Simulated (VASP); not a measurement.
Relaxed, unreconstructed slabs of Mo (bcc). These are r2SCAN meta-GGA, VASP's PBE PAW potentials (set 64) (plane waves; VASP) values and carry that method's errors.

Slab and bulk use different k-meshes, so the surface energy is good to a few per cent at best.

**Question.** Order the faces (110) [5 atoms], (100) [6 atoms] by surface energy, lowest first.

**Answer.** (110) [5 atoms] (2.97 J/m²), (100) [6 atoms] (3.39 J/m²)

**Question.** And what are their work functions?

**Answer.** (110) [5 atoms] 4.50 eV, (100) [6 atoms] 3.70 eV.

Runs of the series that failed, ran out of time, didn't relax or are held back are left out, and each face is given by its thickest slab.

The cell is a thin slab with vacuum, built from Mo (bcc).
